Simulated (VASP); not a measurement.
Level of theory: SCAN meta-GGA, VASP's PBE PAW potentials (set 64) (plane waves; VASP).

VASP input:

INCAR:
```
! general
SYSTEM =Tm
PREC   =Accurate
ENCUT  =520
LREAL  =.False.
LASPH  =.True.

! electronic loop
EDIFF  =1E-7
NELM   =100
ALGO   =Normal
LMAXMIX=6
LMIXTAU=.True.

! smearing
ISMEAR =-5

! functional
METAGGA=SCAN

! ions
ISIF   =2

! output
LWAVE  =.False.
LCHARG =.False.
LORBIT =11
NEDOS  =601
```

### KPOINTS_OPT
```
k-points along high-symmetry lines
6
Line-mode
Reciprocal
  0.000000   0.000000   0.000000 ! GAMMA
 -0.000000   0.500000   0.000000 ! M

 -0.000000   0.500000   0.000000 ! M
 -0.333333   0.666667   0.000000 ! K

 -0.333333   0.666667   0.000000 ! K
  0.000000   0.000000   0.000000 ! GAMMA

  0.000000   0.000000   0.000000 ! GAMMA
  0.000000   0.000000   0.500000 ! A

  0.000000   0.000000   0.500000 ! A
 -0.000000   0.500000   0.500000 ! L

 -0.000000   0.500000   0.500000 ! L
 -0.333333   0.666667   0.500000 ! H

 -0.333333   0.666667   0.500000 ! H
  0.000000   0.000000   0.500000 ! A

 -0.000000   0.500000   0.500000 ! L
 -0.000000   0.500000   0.000000 ! M

 -0.333333   0.666667   0.500000 ! H
 -0.333333   0.666667   0.000000 ! K
```

### KPOINTS
```
Automatic mesh
0
Gamma
13 13 8
0 0 0
```

### POSCAR
```
Tm
1.0
  1.7568361900  -3.0429296106   0.0000000000
  1.7568361900   3.0429296106   0.0000000000
  0.0000000000   0.0000000000   5.3951234661
Tm
2
Direct
  0.3333330000   0.6666670000   0.2500000000
  0.6666670000   0.3333330000   0.7500000000
```

POTCAR, in this order: Tm_3 (PBE.64 set). Program: vasp_std.

Output

### OUTCAR
```
 ion  position               nearest neighbor table
   1  0.333  0.667  0.250-   2 3.38   2 3.38   2 3.38   2 3.38   2 3.38   2 3.38
   2  0.667  0.333  0.750-   1 3.38   1 3.38   1 3.38   1 3.38   1 3.38   1 3.38
  LATTYP: Found a hexagonal cell.
 ALAT       =     3.5136724397
 C/A-ratio  =     1.5354656869
 Subroutine PRICEL returns:
 Original cell was already a primitive cell.
 Subroutine GETGRP returns: Found 24 space group operations
The static configuration has the point symmetry D_3d.
 The point group associated with its full space group is D_6h.
The dynamic configuration has the point symmetry D_3d.
 Subroutine INISYM returns: Found 24 space group operations
 Subroutine IBZKPT returns following result:
 Found    105 irreducible k-points:

 Following reciprocal coordinates:
            Coordinates               Weight
  0.000000  0.000000  0.000000      1.000000
  0.076923 -0.000000  0.000000      6.000000
  0.153846  0.000000  0.000000      6.000000
  0.230769 -0.000000  0.000000      6.000000
  0.307692  0.000000  0.000000      6.000000
  0.384615 -0.000000  0.000000      6.000000
  0.461538 -0.000000  0.000000      6.000000
  0.076923  0.076923  0.000000      6.000000
  0.153846  0.076923  0.000000     12.000000
  0.230769  0.076923  0.000000     12.000000
  0.307692  0.076923  0.000000     12.000000
  0.384615  0.076923  0.000000     12.000000
  0.461538  0.076923  0.000000      6.000000
  0.153846  0.153846  0.000000      6.000000
  0.230769  0.153846  0.000000     12.000000
  0.307692  0.153846  0.000000     12.000000
  0.384615  0.153846  0.000000     12.000000
  0.230769  0.230769  0.000000      6.000000
  0.307692  0.230769  0.000000     12.000000
  0.384615  0.230769  0.000000      6.000000
  0.307692  0.307692  0.000000      6.000000
  0.000000  0.000000  0.125000      2.000000
  0.076923 -0.000000  0.125000     12.000000
  0.153846  0.000000  0.125000     12.000000
  0.230769 -0.000000  0.125000     12.000000
  0.307692  0.000000  0.125000     12.000000
  0.384615 -0.000000  0.125000     12.000000
  0.461538 -0.000000  0.125000     12.000000
  0.076923  0.076923  0.125000     12.000000
  0.153846  0.076923  0.125000     24.000000
  0.230769  0.076923  0.125000     24.000000
  0.307692  0.076923  0.125000     24.000000
  0.384615  0.076923  0.125000     24.000000
  0.461538  0.076923  0.125000     12.000000
  0.153846  0.153846  0.125000     12.000000
  0.230769  0.153846  0.125000     24.000000
  0.307692  0.153846  0.125000     24.000000
  0.384615  0.153846  0.125000     24.000000
  0.230769  0.230769  0.125000     12.000000
  0.307692  0.230769  0.125000     24.000000
   k-points           NKPTS =    105   k-points in BZ     NKDIM =    105   number of bands    NBANDS=     13
   number of dos      NEDOS =    601   number of ions     NIONS =      2
   total plane-waves  NPLWV =  31360
   dimension x,y,z NGX =    28 NGY =   28 NGZ =   40
   dimension x,y,z NGXF=    56 NGYF=   56 NGZF=   80
   ions per type =               2
   PREC   = accura    normal or accurate (medium, high low for compatibility)
   ISTART =      0    job   : 0-new  1-cont  2-samecut
   ICHARG =      2    charge: 1-file 2-atom 10-const
   ISPIN  =      1    spin polarized calculation?
   LNONCOLLINEAR =      F non collinear calculations
   LSORBIT =      F    spin-orbit coupling
   INIWAV =      1    electr: 0-lowe 1-rand  2-diag
   ENCUT  =  520.0 eV  38.22 Ry    6.18 a.u.   6.53  6.53 10.03*2*pi/ulx,y,z
   NELM   =    100;   NELMIN=  2; NELMDL= -5     # of ELM steps
   EDIFF  = 0.1E-06   stopping-criterion for ELM
   LREAL  =      F    real-space projection
...
```

OSZICAR:
```
       N       E                     dE             d eps       ncg     rms          rms(c)
DAV:   1    -0.308213998865E+02   -0.30821E+02   -0.87265E+03  2730   0.137E+03
DAV:   2    -0.100970282400E+03   -0.70149E+02   -0.69078E+02  2735   0.405E+02
DAV:   3    -0.105424418709E+03   -0.44541E+01   -0.41780E+01  4449   0.624E+01
DAV:   4    -0.105536740579E+03   -0.11232E+00   -0.11077E+00  4273   0.843E+00
DAV:   5    -0.105538049549E+03   -0.13090E-02   -0.13026E-02  3821   0.777E-01    0.278E+01
DAV:   6    -0.103855205672E+03    0.16828E+01   -0.10736E+00  2889   0.149E+01    0.148E+01
DAV:   7    -0.102691209161E+03    0.11640E+01   -0.40830E-01  3402   0.657E+00    0.396E-01
DAV:   8    -0.103668561406E+03   -0.97735E+00   -0.47395E-01  2980   0.639E+00    0.221E+00
DAV:   9    -0.103692181316E+03   -0.23620E-01   -0.12589E-01  2760   0.543E+00    0.765E-01
DAV:  10    -0.103697642030E+03   -0.54607E-02   -0.60025E-03  3538   0.970E-01    0.680E-01
DAV:  11    -0.103695913765E+03    0.17283E-02   -0.55423E-03  2940   0.109E+00    0.588E-01
DAV:  12    -0.103703113805E+03   -0.72000E-02   -0.12186E-02  2760   0.144E+00    0.147E-01
DAV:  13    -0.103699993548E+03    0.31203E-02   -0.28700E-03  2790   0.758E-01    0.122E-01
DAV:  14    -0.103700216057E+03   -0.22251E-03   -0.85665E-05  3387   0.127E-01    0.112E-01
DAV:  15    -0.103701465113E+03   -0.12491E-02   -0.31722E-03  2780   0.692E-01    0.639E-02
DAV:  16    -0.103701507208E+03   -0.42095E-04   -0.15928E-04  3225   0.145E-01    0.666E-02
DAV:  17    -0.103701228653E+03    0.27855E-03   -0.23066E-03  2770   0.710E-01    0.248E-02
DAV:  18    -0.103701003455E+03    0.22520E-03   -0.56627E-04  2765   0.279E-01    0.106E-02
DAV:  19    -0.103700942715E+03    0.60740E-04   -0.56059E-05  2860   0.925E-02    0.289E-02
DAV:  20    -0.103700935533E+03    0.71818E-05   -0.83951E-05  2795   0.111E-01    0.825E-03
DAV:  21    -0.103700948380E+03   -0.12846E-04   -0.21068E-05  2845   0.601E-02    0.617E-03
DAV:  22    -0.103700965792E+03   -0.17412E-04   -0.11311E-05  2875   0.457E-02    0.865E-03
DAV:  23    -0.103700953677E+03    0.12115E-04   -0.28924E-05  2810   0.639E-02    0.810E-04
DAV:  24    -0.103700956642E+03   -0.29642E-05   -0.20250E-06  2845   0.163E-02    0.156E-03
DAV:  25    -0.103700955764E+03    0.87733E-06   -0.61451E-07  3030   0.109E-02    0.120E-03
DAV:  26    -0.103700952989E+03    0.27751E-05   -0.33379E-07  2915   0.689E-03    0.115E-03
DAV:  27    -0.103700952818E+03    0.17164E-06   -0.65988E-07  2825   0.110E-02    0.411E-04
DAV:  28    -0.103700952787E+03    0.30084E-07   -0.35068E-08  1595   0.247E-03
   1 F= -.10370095E+03 E0= -.10370095E+03  d E =0.000000E+00
       N       E                     dE             ncg
```

OUTCAR:
```
------------------------ aborting loop because EDIFF is reached ----------------------------------------
  FORCE on cell =-STRESS in cart. coord.  units (eV):
  Direction    XX          YY          ZZ          XY          YZ          ZX
  --------------------------------------------------------------------------------------
  Total        0.0681041      0.0681041      0.1324900      0.0000000      0.0000000      0.0000000
  in kB        1.8915985      1.8915986      3.6799260      0.0000000      0.0000000      0.0000000
  external PRESSURE =       2.4877077 kB  Pullay stress =       0.0000000 kB
  volume of cell :       57.68
      direct lattice vectors                 reciprocal lattice vectors
     1.756836190 -3.042929611  0.000000000     0.284602516 -0.164315336  0.000000000
     1.756836190  3.042929611  0.000000000     0.284602516  0.164315336  0.000000000
     0.000000000  0.000000000  5.395123466     0.000000000  0.000000000  0.185352570
 POSITION                                       TOTAL-FORCE (eV/Angst)
 -----------------------------------------------------------------------------------
      1.75684      1.01431      1.34878         0.000000     -0.000000      0.000000
      1.75684     -1.01431      4.04634        -0.000000      0.000000      0.000000
 -----------------------------------------------------------------------------------
    total drift:                                0.000000      0.000067     -0.000012
  FREE ENERGIE OF THE ION-ELECTRON SYSTEM (eV)
  ---------------------------------------------------
  free  energy   TOTEN  =      -103.7009527875 eV

  energy  without entropy=     -103.7009527875  energy(sigma->0) =     -103.70095279

 total charge

# of ion       s       p       d       tot
------------------------------------------
    1        0.540   6.617   1.121   8.278
    2        0.540   6.617   1.121   8.278
--------------------------------------------------
tot          1.081  13.234   2.241  16.556
```
(Selected blocks of OUTCAR.)

The 4f electrons are frozen in the core of the lanthanide potential, so 4f levels, which can set the real gap, and their magnetism are missing. For a metal the tetrahedron method with Blöchl corrections gives inexact stress and forces.

The compound is Tm in the hcp structure. It was relaxed first.
